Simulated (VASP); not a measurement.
All values below come from PBE GGA, VASP's PBE PAW potentials (set 64) (plane waves; VASP 6.6.1).

The input files of a VASP run:

**POSCAR**
```
NaCl
1
    0.0000000000     2.7881970000     2.7881970000
    2.7881970000     0.0000000000     2.7881970000
    2.7881970000     2.7881970000     0.0000000000
Na Cl
1 1
Direct
  0.0000000000   0.0000000000   0.0000000000
  0.5000000000   0.5000000000   0.5000000000
```

**INCAR**
```
ALGO=Normal
EDIFF=1E-6
ENCUT=300
GGA=PE
ISIF=2
ISMEAR=0
LASPH=.TRUE.
LCHARG=.FALSE.
LREAL=.FALSE.
LWAVE=.FALSE.
NELM=100
PREC=Accurate
SIGMA=0.01
SYSTEM=NaCl
```

KPOINTS:
```
Automatic mesh
0
gamma
  16 16 16
0 0 0
```

POTCAR, in this order: Na_pv Cl (PBE.64 set). Program: vasp_std.

The run wrote:

**OSZICAR**
```
       N       E                     dE             d eps       ncg     rms          rms(c)
DAV:   1     0.731864602155E+02    0.73186E+02   -0.57536E+03  3312   0.871E+02
DAV:   2    -0.138937504191E+01   -0.74576E+02   -0.69696E+02  3607   0.227E+02
DAV:   3    -0.686202703104E+01   -0.54727E+01   -0.54459E+01  3828   0.661E+01
DAV:   4    -0.695283617875E+01   -0.90809E-01   -0.90748E-01  3656   0.940E+00
DAV:   5    -0.695490197327E+01   -0.20658E-02   -0.20657E-02  4184   0.134E+00    0.220E+00
DAV:   6    -0.676964335933E+01    0.18526E+00   -0.36936E-01  3645   0.408E+00    0.169E+00
DAV:   7    -0.675793499590E+01    0.11708E-01   -0.89851E-02  3747   0.202E+00    0.111E+00
DAV:   8    -0.676321192553E+01   -0.52769E-02   -0.87340E-03  3331   0.100E+00    0.231E-01
DAV:   9    -0.676315742936E+01    0.54496E-04   -0.17196E-04  3938   0.127E-01    0.117E-01
DAV:  10    -0.676327680822E+01   -0.11938E-03   -0.24155E-04  3316   0.150E-01    0.347E-02
DAV:  11    -0.676327258860E+01    0.42196E-05   -0.15169E-05  3799   0.433E-02    0.301E-03
DAV:  12    -0.676327336368E+01   -0.77508E-06   -0.72064E-07  3338   0.949E-03
   1 F= -.67632734E+01 E0= -.67632734E+01  d E =-.540024E-32
```

OUTCAR:
```
------------------------ aborting loop because EDIFF is reached ----------------------------------------
  FORCE on cell =-STRESS in cart. coord.  units (eV):
  Direction    XX          YY          ZZ          XY          YZ          ZX
  --------------------------------------------------------------------------------------
  Total        0.4033396      0.4033396      0.4033396      0.0000000     -0.0000000     -0.0000000
  in kB       14.9066851     14.9066851     14.9066851      0.0000000     -0.0000000     -0.0000000
  external PRESSURE =      14.9066851 kB  Pullay stress =       0.0000000 kB
  volume of cell :       43.35
      direct lattice vectors                 reciprocal lattice vectors
     0.000000000  2.788197000  2.788197000    -0.179327357  0.179327357  0.179327357
     2.788197000  0.000000000  2.788197000     0.179327357 -0.179327357  0.179327357
     2.788197000  2.788197000  0.000000000     0.179327357  0.179327357 -0.179327357
  FREE ENERGIE OF THE ION-ELECTRON SYSTEM (eV)
  ---------------------------------------------------
  free  energy   TOTEN  =        -6.7632733637 eV

  energy  without entropy=       -6.7632733637  energy(sigma->0) =       -6.76327336
```
(Selected blocks of OUTCAR.)

At this cut-off the stress carries a Pulay error, which pulls relaxed volumes low.

The structure comes from a computed database's NaCl entry; how it stands against other phases isn't given here. The cell was not relaxed at this level. The run is one of a series of settings (KPOINTS 16×16×16 Γ-centred mesh against the base run), some of them coarse on purpose.
